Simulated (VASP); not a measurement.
Input for VASP

File POSCAR:
```
Li3NaCl4
1
    0.0021049833     5.1992450466     5.1977194560
    5.1992450466     0.0021049833     5.1977194560
    2.6006750149     2.6006750149     0.0000000000
Na Cl Li
1 4 3
Direct
  0.0000000000   0.0000000000   1.0000000000
  0.2577732402   0.2577732402   0.4844535195
  0.2655282330   0.7344717670   0.5000000000
  0.7344717670   0.2655282330   0.5000000000
  0.7422267598   0.7422267598   0.5155464805
  0.0000000000   0.5000000000   1.0000000000
  0.5000000000   0.0000000000   1.0000000000
  0.5000000000   0.5000000000   1.0000000000
```

**INCAR**
```
SYSTEM = Li3NaCl4
PREC = Accurate; ENCUT = 520; LREAL = .False.
LASPH = .True.
EDIFF = 1E-6; NELM = 100; ALGO = Normal
ISMEAR = 0; SIGMA = 0.05
GGA = PS
IBRION = 2; NSW = 60; ISIF = 3
EDIFFG = -0.02
LWAVE = .False.; LCHARG = .False.
```

KPOINTS:
```
Regular mesh
0
Gamma
 4 4 7
0 0 0
```

POTCAR, in this order: Na_pv Cl Li_sv (PBE.64 set). Program: vasp_std.

Question: Write an equivalent input for Quantum ESPRESSO's pw.x.

Answer: One equivalent input (not run):
```
&CONTROL
  calculation = 'vc-relax'
  pseudo_dir = './pseudo'
  outdir = './out'
  tprnfor = .true.
  tstress = .true.
  nstep = 60
  forc_conv_thr = 0.00078
/
&SYSTEM
  ibrav = 0
  nat = 8
  ntyp = 3
  ecutwfc = 88
  occupations = 'smearing'
  smearing = 'gaussian'
  degauss = 0.003675
  input_dft = 'pbesol'
/
&ELECTRONS
  conv_thr = 7.3e-08
  electron_maxstep = 100
/
&IONS
/
&CELL
/
ATOMIC_SPECIES
  Na 22.990 Na.upf
  Cl 35.450 Cl.upf
  Li 6.940 Li.upf
CELL_PARAMETERS angstrom
     0.0021050    5.1992450    5.1977195
     5.1992450    0.0021050    5.1977195
     2.6006750    2.6006750    0.0000000
ATOMIC_POSITIONS crystal
  Na   0.0000000  0.0000000  1.0000000
  Cl   0.2577732  0.2577732  0.4844535
  Cl   0.2655282  0.7344718  0.5000000
  Cl   0.7344718  0.2655282  0.5000000
  Cl   0.7422268  0.7422268  0.5155465
  Li   0.0000000  0.5000000  1.0000000
  Li   0.5000000  0.0000000  1.0000000
  Li   0.5000000  0.5000000  1.0000000
K_POINTS automatic
  4 4 7 0 0 0
```
Limits of the translation: the potentials are each code's own (VASP's PAW set, PseudoDojo norm-conserving files in pw.x), so ENCUT and ecutwfc are chosen apart and not converted; conv_thr bounds pw.x's estimated SCF error, while EDIFF bounds the energy change between steps; forc_conv_thr acts on force components and is met together with etot_conv_thr.

The structure was generated: Li3NaCl4 was put into an ordered model structure (Cmmm), which need not be its known phase. This run relaxes it. Symmetry was kept, so distortions that lower it aren't found. The start is the result of an earlier pass.
